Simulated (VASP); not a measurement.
# TiSe under strain, part 2 of 4

Aim: follow the pressure of TiSe through compression, expansion and shear. All runs use PBEsol. Left out of this account: 1 further run (self-consistent run: a reference on another mesh). The start is a cell from a database of measured crystal structures.

VASP 6.6.1; PBEsol, no spin polarisation; plane waves and PAW (Ti_sv, Se).

Still holding for the runs below: This run has no spin polarisation, although Ti can carry a moment. Spin-orbit coupling is off here; it would split degenerate levels.

So far, pressure (GPa): step 2 (bands, cell as listed) -0.621.

## Step 3: Bands, volume times 1.04

The cell is expanded evenly, with fractional positions held.

Contents of INCAR:

```
SYSTEM = TiSe
PREC = Accurate
ENCUT = 400
EDIFF = 1E-06
NELM = 100
ISMEAR = -1
SIGMA = 0.05
LREAL = .FALSE.
ALGO = Normal
GGA = PS
NBANDS = 32
LASPH = .TRUE.
LORBIT = 11
LWAVE = .FALSE.
LCHARG = .FALSE.
KPAR = 4
```

Contents of POSCAR:

```
TiSe
1.0
    3.6058343182      0.0000000000      0.0000000000
   -1.8029171591      3.1227441214      0.0000000000
    0.0000000000      0.0000000000      6.3018514918
Ti Se
2 2
Direct
    0.0000000000      0.0000000000      0.0000000000
    0.0000000000      0.0000000000      0.5000000000
    0.3333333333      0.6666666667      0.2500000000
    0.6666666667      0.3333333333      0.7500000000
```

Contents of KPOINTS:

```
Automatic mesh
0
Gamma
10 10 5
0 0 0
```

Contents of KPOINTS_OPT:

```
Line mode
16
Line-mode
Reciprocal
  0.00000000   0.00000000   0.00000000 GAMMA
  0.50000000   0.00000000   0.00000000 M

  0.50000000   0.00000000   0.00000000 M
  0.33333333   0.33333333   0.00000000 K

  0.33333333   0.33333333   0.00000000 K
  0.00000000   0.00000000   0.00000000 GAMMA

  0.00000000   0.00000000   0.00000000 GAMMA
  0.00000000   0.00000000   0.50000000 A

  0.00000000   0.00000000   0.50000000 A
  0.50000000   0.00000000   0.50000000 L

  0.50000000   0.00000000   0.50000000 L
  0.33333333   0.33333333   0.50000000 H

  0.33333333   0.33333333   0.50000000 H
  0.00000000   0.00000000   0.50000000 A

  0.50000000   0.00000000   0.50000000 L
  0.50000000   0.00000000   0.00000000 M

  0.33333333   0.33333333   0.00000000 K
  0.33333333   0.33333333   0.50000000 H
```

The projector-augmented-wave data sets are Ti_sv and Se (PBE family, release 64).

Started as:

```console
mpirun -np 4 vasp_std
```

What it wrote:

```text
[banner, memory and clock lines left out]
running    4 mpi-ranks, on    1 nodes
 distrk:  each k-point on    1 cores,    4 groups
 distr:  one band on    1 cores,    1 groups

 POSCAR found type information on POSCAR TiSe
 POSCAR found :  2 types and       4 ions
 [... a notice as in an earlier step ...]

 LDA part: xc-table for (Slater+PW92), standard interpolation
 POSCAR, INCAR and KPOINTS ok, starting setup
 FFT: planning ... GRIDC
 FFT: planning ... GRID_SOFT
 FFT: planning ... GRID
 WAVECAR not read
 entering main loop
       N       E                     dE             d eps       ncg     rms          rms(c)
DAV:   1     0.362698358398E+03    0.36270E+03   -0.14356E+04  2688   0.103E+03
DAV:   2     0.527083115181E+01   -0.35743E+03   -0.34091E+03  2832   0.342E+02
DAV:   3    -0.295802879599E+02   -0.34851E+02   -0.34117E+02  3904   0.102E+02
DAV:   4    -0.317739994225E+02   -0.21937E+01   -0.21667E+01  3752   0.210E+01
DAV:   5    -0.318347899857E+02   -0.60791E-01   -0.60785E-01  3456   0.293E+00    0.145E+01
DAV:   6    -0.290089530853E+02    0.28258E+01   -0.90519E+00  3400   0.275E+01    0.388E+00
DAV:   7    -0.289190295329E+02    0.89924E-01   -0.92504E-01  3168   0.860E+00    0.308E+00
DAV:   8    -0.288994204049E+02    0.19609E-01   -0.11691E-01  3528   0.234E+00    0.977E-01
DAV:   9    -0.288942382617E+02    0.51821E-02   -0.18570E-02  3128   0.125E+00    0.306E-01
DAV:  10    -0.288944611056E+02   -0.22284E-03   -0.10417E-03  3904   0.213E-01    0.941E-02
DAV:  11    -0.288944287713E+02    0.32334E-04   -0.25774E-04  3480   0.827E-02    0.300E-02
DAV:  12    -0.288944304918E+02   -0.17205E-05   -0.88806E-06  3296   0.186E-02    0.927E-03
DAV:  13    -0.288944306881E+02   -0.19631E-06   -0.10601E-06  2200   0.104E-02
   1 F= -.28894431E+02 E0= -.28875796E+02  d E =-.372703E-01
 Start KPOINTS_OPT (optional k-point list driver)
k-point batch [1-42\144]
       N       E                     dE             ncg
DAV:   1    -0.271244435588E+04   -0.38851E+05     2688
DAV:   2    -0.175088139755E+05   -0.14796E+05     2792
DAV:   3    -0.189475867803E+05   -0.14388E+04     3984
DAV:   4    -0.190393066187E+05   -0.91720E+02     3632
DAV:   5    -0.190420776974E+05   -0.27711E+01     3512
DAV:   6    -0.190421033762E+05   -0.25679E-01     3416
DAV:   7    -0.190421042773E+05   -0.90107E-03     3528
DAV:   8    -0.190421042823E+05   -0.50176E-05     2656
DAV:   9    -0.190421042825E+05   -0.20874E-06     2080
[...]
k-point batch [127-144\144]
       N       E                     dE             ncg
DAV:   1     0.188487975678E+05   -0.22666E+05     1152
DAV:   2     0.125475387641E+05   -0.63013E+04     1184
DAV:   3     0.119565636562E+05   -0.59098E+03     1696
DAV:   4     0.119189004564E+05   -0.37663E+02     1632
DAV:   5     0.119175409510E+05   -0.13595E+01     1424
DAV:   6     0.119175215617E+05   -0.19389E-01     1432
DAV:   7     0.119175208079E+05   -0.75384E-03     1440
DAV:   8     0.119175208040E+05   -0.38653E-05     1336
DAV:   9     0.119175208039E+05   -0.10848E-06      896
```

Run time: 25 s. Hardware: 4 MPI ranks of Intel Xeon 6975P-C (Granite Rapids), shared host; peak memory 0.89 GiB; 95 s of CPU time.

From OUTCAR (step 3):

```text
  LATTYP: Found a hexagonal cell.
 ALAT       =     3.6058343182
 C/A-ratio  =     1.7476819331

 Found     42 irreducible k-points:

   ENCUT  =  400.0 eV  29.40 Ry    5.42 a.u.   5.88  5.88 10.28*2*pi/ulx,y,z

   NELECT =      36.0000    total number of electrons

 E-fermi :   8.2611

 k-point     1 :       0.0000    0.0000    0.0000
  band No.  band energies     occupation
    ...
     17       6.5681      2.00000
     18       7.8467      1.99950
     19       7.8467      1.99950
     20       7.8623      1.99931
     21       7.8623      1.99931
     22       9.3782      0.00000
     23       9.3782      0.00000
     24      10.4763      0.00000
     25      11.2324      0.00000
     26      11.4318      0.00000
    ...

 k-point     2 :       0.1000    0.0000    0.0000
  band No.  band energies     occupation
    ...
     17       6.6600      2.00000
     18       7.9658      1.99456
     19       8.0750      1.95279
     20       8.2312      1.29079
     21       8.2965      0.66002
     22       9.3605      0.00000
     23       9.4520      0.00000
     24      10.4715      0.00000
     25      11.1775      0.00000
     26      11.8197      0.00000
    ...

  Total       -3.3406423     -3.3406423      0.0864563      0.0000000     -0.0000000      0.0000000
  in kB      -75.4275888    -75.4275888      1.9520775      0.0000000     -0.0000000      0.0000000
  external PRESSURE =     -49.6343667 kB  Pullay stress =       0.0000000 kB

  energy-cutoff  :      400.00
  volume of cell :       70.96
      direct lattice vectors                 reciprocal lattice vectors
     3.605834318  0.000000000  0.000000000     0.277328327  0.160115584  0.000000000
    -1.802917159  3.122744121  0.000000000     0.000000000  0.320231169  0.000000000
     0.000000000  0.000000000  6.301851492     0.000000000  0.000000000  0.158683524

 POSITION                                       TOTAL-FORCE (eV/Angst)
 -----------------------------------------------------------------------------------
      0.00000      0.00000      0.00000         0.000000      0.000000     -0.000000
      0.00000      0.00000      3.15093         0.000000      0.000000     -0.000000
     -0.00000      2.08183      1.57546        -0.000000      0.000000     -0.000000
      1.80292      1.04091      4.72639        -0.000000     -0.000000      0.000000
 -----------------------------------------------------------------------------------
    total drift:                               -0.000000      0.000000      0.000000

  FREE ENERGIE OF THE ION-ELECTRON SYSTEM (eV)
  ---------------------------------------------------
  free  energy   TOTEN  =       -28.8944306881 eV

  energy  without entropy=      -28.8571604150  energy(sigma->0) =      -28.87579555

 total charge
# of ion       s       p       d       tot
------------------------------------------
    1        2.141   6.102   2.013  10.256
    2        2.141   6.102   2.013  10.256
    3        1.428   2.440   0.079   3.947
    4        1.428   2.440   0.079   3.947
--------------------------------------------------
tot          7.139  17.083   4.184  28.406

[... 4 parts as in an earlier step ...]

[... 7 further parts left out ...]
```

This step gave:

```yaml
free_energy_toten: -28.89 eV
energy_at_zero_smearing: -28.88 eV
fermi_energy: 8.261 eV
pressure: -4.963 GPa
```

Electronic bands along the path, in eV, zero at the Fermi level; # counts the bands kept, so #1 is VASP's band 11:

```
          point     #5     #6     #7     #8     #9    #10    #11   #12
              Γ  -1.79  -1.69  -1.69  -0.41  -0.41  -0.40  -0.40  1.12
0.53 of the way  -3.84  -3.00  -1.61   0.18   0.24   0.38   0.91  1.05
              M  -4.34  -3.34  -1.93  -0.27   0.65   1.04   1.20  1.34
0.53 of the way  -4.85  -4.39  -0.74  -0.04   0.64   0.76   0.94  1.45
              K  -4.84  -4.46   0.14   0.35   0.35   0.47   0.47  1.40
0.53 of the way  -3.86  -3.51  -1.26   0.23   0.28   0.58   0.77  0.95
              Γ  -1.79  -1.69  -1.69  -0.41  -0.41  -0.40  -0.40  1.12
0.47 of the way  -2.36  -2.36  -0.99  -0.29  -0.29   0.22   0.22  1.13
              A  -3.32  -3.32   0.10   0.10   0.10   0.10   0.10  0.10
0.53 of the way  -3.64  -3.64  -0.76  -0.76   0.38   0.38   0.97  0.97
              L  -3.90  -3.90  -0.98  -0.98   1.15   1.15   1.36  1.36
0.53 of the way  -4.48  -4.48  -0.57  -0.57   0.99   0.99   1.13  1.13
              H  -4.53  -4.53  -0.26  -0.26   0.75   0.75   1.36  1.36
0.47 of the way  -4.02  -4.02  -0.54  -0.54   0.11   0.11   1.29  1.29
              A  -3.32  -3.32   0.10   0.10   0.10   0.10   0.10  0.10
      jump to L  -3.90  -3.90  -0.98  -0.98   1.15   1.15   1.36  1.36
0.47 of the way  -4.20  -3.55  -1.61  -0.46   1.00   1.08   1.25  1.33
              M  -4.34  -3.34  -1.93  -0.27   0.65   1.04   1.20  1.34
      jump to K  -4.84  -4.46   0.14   0.35   0.35   0.47   0.47  1.40
0.53 of the way  -4.66  -4.66  -0.07  -0.07   0.33   0.93   0.93  1.20
              H  -4.53  -4.53  -0.26  -0.26   0.75   0.75   1.36  1.36
```

Of the projections kept (Ti, Se), the largest for each band there; the rest of the weight can lie on other orbitals:

```
point       #5       #6       #7       #8       #9      #10      #11      #12
    Γ  Ti 0.95  Se 0.96  Se 0.96  Ti 0.95  Ti 0.95  Ti 0.95  Ti 0.95  Ti 1.00
    M  Se 0.60  Se 0.90  Ti 0.93  Ti 0.93  Ti 0.96  Ti 0.99  Ti 0.95  Ti 1.00
    K  Se 0.71  Se 0.83  Ti 0.93  Ti 0.96  Ti 0.96  Ti 0.91  Ti 0.91  Ti 0.96
    Γ  Ti 0.95  Se 0.96  Se 0.96  Ti 0.95  Ti 0.95  Ti 0.95  Ti 0.95  Ti 1.00
    A  Se 0.62  Se 0.62  Ti 0.86  Ti 0.86  Ti 0.96  Ti 0.96  Ti 0.96  Ti 0.96
    L  Se 0.69  Se 0.69  Ti 0.92  Ti 0.92  Ti 1.00  Ti 1.00  Ti 0.96  Ti 0.96
```

 The pressure is -4.96 GPa.

For the pressure, step 2 gave -0.621 GPa; this run, with cell volume +4.0 %, gives -4.96 GPa.

## Step 4: Bands, volume times 1.08

The cell is expanded evenly, with fractional positions held.

INCAR is that of step 3.

Contents of POSCAR:

```
TiSe
1.0
    3.6514826365      0.0000000000      0.0000000000
   -1.8257413183      3.1622767247      0.0000000000
    0.0000000000      0.0000000000      6.3816302330
Ti Se
2 2
Direct
    0.0000000000      0.0000000000      0.0000000000
    0.0000000000      0.0000000000      0.5000000000
    0.3333333333      0.6666666667      0.2500000000
    0.6666666667      0.3333333333      0.7500000000
```

KPOINTS is that of step 3.

KPOINTS_OPT is that of step 3.

Started as:

```console
mpirun -np 4 vasp_std
```

What it wrote:

```text
[... set-up lines as in an earlier step ...]
 entering main loop
       N       E                     dE             d eps       ncg     rms          rms(c)
DAV:   1     0.358729373433E+03    0.35873E+03   -0.14316E+04  2688   0.102E+03
DAV:   2     0.507412833861E+01   -0.35366E+03   -0.33810E+03  2816   0.339E+02
DAV:   3    -0.296010871229E+02   -0.34675E+02   -0.33911E+02  3984   0.101E+02
DAV:   4    -0.317637340651E+02   -0.21626E+01   -0.21355E+01  3816   0.210E+01
DAV:   5    -0.318287836190E+02   -0.65050E-01   -0.65038E-01  3456   0.302E+00    0.139E+01
DAV:   6    -0.289153775496E+02    0.29134E+01   -0.96568E+00  3384   0.276E+01    0.375E+00
DAV:   7    -0.288103288113E+02    0.10505E+00   -0.99486E-01  3136   0.890E+00    0.285E+00
DAV:   8    -0.287897634516E+02    0.20565E-01   -0.12170E-01  3512   0.239E+00    0.913E-01
DAV:   9    -0.287841552951E+02    0.56082E-02   -0.19902E-02  3136   0.132E+00    0.286E-01
DAV:  10    -0.287843116225E+02   -0.15633E-03   -0.10872E-03  3864   0.220E-01    0.881E-02
DAV:  11    -0.287842912493E+02    0.20373E-04   -0.25713E-04  3520   0.792E-02    0.284E-02
DAV:  12    -0.287842926662E+02   -0.14169E-05   -0.88093E-06  3280   0.180E-02    0.805E-03
DAV:  13    -0.287842928167E+02   -0.15052E-06   -0.12678E-06  2416   0.117E-02
   1 F= -.28784293E+02 E0= -.28764478E+02  d E =-.396297E-01
 Start KPOINTS_OPT (optional k-point list driver)
k-point batch [1-42\144]
       N       E                     dE             ncg
DAV:   1    -0.327376522441E+04   -0.38692E+05     2696
DAV:   2    -0.180841897290E+05   -0.14810E+05     2824
DAV:   3    -0.195280447724E+05   -0.14439E+04     3880
DAV:   4    -0.196200509624E+05   -0.92006E+02     3800
DAV:   5    -0.196229486171E+05   -0.28977E+01     3312
DAV:   6    -0.196229875433E+05   -0.38926E-01     3472
DAV:   7    -0.196229891328E+05   -0.15895E-02     3448
DAV:   8    -0.196229891397E+05   -0.69209E-05     2800
DAV:   9    -0.196229891400E+05   -0.24375E-06     2048
[...]
k-point batch [127-144\144]
       N       E                     dE             ncg
DAV:   1     0.193591727933E+05   -0.22012E+05     1152
DAV:   2     0.129437007709E+05   -0.64155E+04     1224
DAV:   3     0.123289661504E+05   -0.61473E+03     1704
DAV:   4     0.122954592136E+05   -0.33507E+02     1600
DAV:   5     0.122941981083E+05   -0.12611E+01     1448
DAV:   6     0.122941801277E+05   -0.17981E-01     1440
DAV:   7     0.122941794288E+05   -0.69891E-03     1504
DAV:   8     0.122941794205E+05   -0.82584E-05     1256
DAV:   9     0.122941794203E+05   -0.23032E-06      944
```

Run time: 23 s. Hardware: 4 MPI ranks; peak memory 0.89 GiB; 88 s of CPU time.

From OUTCAR (step 4):

```text
  LATTYP: Found a hexagonal cell.
 ALAT       =     3.6514826365
 C/A-ratio  =     1.7476819331

 Found     42 irreducible k-points:

   ENCUT  =  400.0 eV  29.40 Ry    5.42 a.u.   5.95  5.95 10.41*2*pi/ulx,y,z

   NELECT =      36.0000    total number of electrons

 E-fermi :   7.8543

 k-point     1 :       0.0000    0.0000    0.0000
  band No.  band energies     occupation
    ...
     17       6.1663      2.00000
     18       7.4708      1.99907
     19       7.4708      1.99907
     20       7.4787      1.99891
     21       7.4787      1.99891
     22       8.9062      0.00000
     23       8.9062      0.00000
     24       9.9337      0.00000
     25      10.4714      0.00000
     26      10.9393      0.00000
    ...

 k-point     2 :       0.1000   -0.0000    0.0000
  band No.  band energies     occupation
    ...
     17       6.3311      2.00000
     18       7.5762      1.99234
     19       7.6661      1.95464
     20       7.8175      1.35232
     21       7.8771      0.77510
     22       8.8897      0.00000
     23       8.9747      0.00000
     24       9.9290      0.00000
     25      10.5963      0.00000
     26      11.1393      0.00000
    ...

  Total       -4.8378825     -4.8378825     -1.9711918      0.0000000      0.0000000     -0.0000000
  in kB     -105.1877454   -105.1877454    -42.8586730      0.0000000      0.0000000     -0.0000000
  external PRESSURE =     -84.4113879 kB  Pullay stress =       0.0000000 kB

  energy-cutoff  :      400.00
  volume of cell :       73.69
      direct lattice vectors                 reciprocal lattice vectors
     3.651482636  0.000000000  0.000000000     0.273861360  0.158113930  0.000000000
    -1.825741318  3.162276725  0.000000000     0.000000000  0.316227860  0.000000000
     0.000000000  0.000000000  6.381630233     0.000000000  0.000000000  0.156699772

 POSITION                                       TOTAL-FORCE (eV/Angst)
 -----------------------------------------------------------------------------------
      0.00000      0.00000      0.00000        -0.000000      0.000000      0.000000
      0.00000      0.00000      3.19082        -0.000000      0.000000      0.000000
     -0.00000      2.10818      1.59541         0.000000      0.000000     -0.000000
      1.82574      1.05409      4.78622        -0.000000      0.000000      0.000000
 -----------------------------------------------------------------------------------
    total drift:                               -0.000000      0.000000      0.000000

  FREE ENERGIE OF THE ION-ELECTRON SYSTEM (eV)
  ---------------------------------------------------
  free  energy   TOTEN  =       -28.7842928167 eV

  energy  without entropy=      -28.7446630806  energy(sigma->0) =      -28.76447795

 total charge
# of ion       s       p       d       tot
------------------------------------------
    1        2.136   6.090   1.986  10.211
    2        2.136   6.090   1.986  10.211
    3        1.428   2.421   0.072   3.921
    4        1.428   2.421   0.072   3.921
--------------------------------------------------
tot          7.129  17.022   4.115  28.265

[... 4 parts as in an earlier step ...]

[... 7 further parts left out ...]
```

This step gave:

```
free energy (TOTEN)     : -28.78 eV
energy at zero smearing : -28.76 eV
Fermi energy            : 7.854 eV
pressure                : -8.441 GPa
```

The electronic bands at the labelled points (eV, zero at the Fermi level; # counts the bands kept, so #1 is VASP's band 11):

```
          point     #5     #6     #7     #8     #9    #10    #11   #12
              Γ  -1.74  -1.74  -1.69  -0.38  -0.38  -0.38  -0.38  1.05
0.47 of the way  -3.57  -2.84  -1.49   0.11   0.19   0.21   0.74  0.99
              M  -4.23  -3.31  -1.82  -0.25   0.61   0.97   1.12  1.26
0.47 of the way  -4.51  -4.30  -0.87  -0.08   0.63   0.76   0.93  1.31
              K  -4.73  -4.40   0.12   0.34   0.34   0.43   0.43  1.32
0.47 of the way  -3.98  -3.68  -1.08   0.19   0.41   0.54   0.86  0.89
              Γ  -1.74  -1.74  -1.69  -0.38  -0.38  -0.38  -0.38  1.05
0.53 of the way  -2.47  -2.47  -0.84  -0.23  -0.23   0.26   0.26  1.12
              A  -3.25  -3.25   0.07   0.07   0.10   0.10   0.10  0.10
0.53 of the way  -3.57  -3.57  -0.71  -0.71   0.36   0.36   0.90  0.90
              L  -3.82  -3.82  -0.92  -0.92   1.08   1.08   1.27  1.27
0.53 of the way  -4.38  -4.38  -0.53  -0.53   0.93   0.93   1.06  1.06
              H  -4.43  -4.43  -0.23  -0.23   0.71   0.71   1.26  1.26
0.53 of the way  -3.77  -3.77  -0.45  -0.45   0.03   0.03   1.11  1.11
              A  -3.25  -3.25   0.07   0.07   0.10   0.10   0.10  0.10
      jump to L  -3.82  -3.82  -0.92  -0.92   1.08   1.08   1.27  1.27
0.53 of the way  -4.13  -3.46  -1.59  -0.38   0.88   1.00   1.16  1.24
              M  -4.23  -3.31  -1.82  -0.25   0.61   0.97   1.12  1.26
      jump to K  -4.73  -4.40   0.12   0.34   0.34   0.43   0.43  1.32
0.47 of the way  -4.58  -4.58  -0.01  -0.01   0.27   0.80   0.80  1.18
              H  -4.43  -4.43  -0.23  -0.23   0.71   0.71   1.26  1.26
```

Of the projections kept (Ti, Se), the largest for each band there; the rest of the weight can lie on other orbitals:

```csv
point,#5,#6,#7,#8,#9,#10,#11,#12
Γ,Se 0.96,Se 0.96,Ti 0.96,Ti 0.96,Ti 0.96,Ti 0.95,Ti 0.95,Ti 1.00
M,Se 0.61,Se 0.91,Ti 0.94,Ti 0.93,Ti 0.97,Ti 0.99,Ti 0.95,Ti 1.00
K,Se 0.72,Se 0.83,Ti 0.93,Ti 0.96,Ti 0.96,Ti 0.92,Ti 0.92,Ti 0.97
Γ,Se 0.96,Se 0.96,Ti 0.96,Ti 0.96,Ti 0.96,Ti 0.95,Ti 0.95,Ti 1.00
A,Se 0.63,Se 0.63,Ti 0.87,Ti 0.87,Ti 0.97,Ti 0.97,Ti 0.97,Ti 0.97
L,Se 0.70,Se 0.70,Ti 0.92,Ti 0.92,Ti 1.00,Ti 1.00,Ti 0.96,Ti 0.96
```

 The pressure is -8.44 GPa.

Between step 2 and this run (cell volume +8.0 %) the value for the pressure moves from -0.621 GPa to -8.44 GPa.

(Part 2 of 4 ends here.)

[Lines on the potential files, build, host, timing and source positions are cut from VASP's logs without a mark.]

[Logs are printed without paths, hosts, clocks, repeated set-up lines and the standing remarks that a program may print on its own settings, such as how far it seeks lower states.]

[Hosts, paths, dates, database ids (printed as entryN), source tags and the programs' standing remarks are cut or masked in the printed files.]

[A measured line is paired with the nearest computed mode of its activity, which favours agreement.]
